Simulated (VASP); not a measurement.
```xyz
2
Lattice="0.0000 2.7521 2.7521 2.7521 0.0000 2.7521 2.7521 2.7521 0.0000" Properties=species:S:1:pos:R:3 pbc="T T T"
Mg     0.0000     0.0000     0.0000
Se     2.7521     2.7521     2.7521
```

Calculation: PBE GGA, VASP's PBE PAW potentials (set 64) (plane waves; VASP 6.6.1). Numerical set-up: 520 eV cut-off, 8×8×8 Γ-centred mesh, Gaussian smearing of 0.050 eV, potentials Mg Se.

Q: Estimate the energy per atom (σ→0), band gap (on the k-mesh) with the smallest direct gap where there is one.

A: 
The band gap (on the k-mesh) is 1.75 eV. The smallest direct gap (on the k-mesh) comes out as 2.40 eV and the energy per atom (σ→0) is -3.745 eV/atom.

The absolute energy has meaning only against runs of the same code, potentials and settings.

The compound is MgSe in the rock salt structure. It was relaxed first.
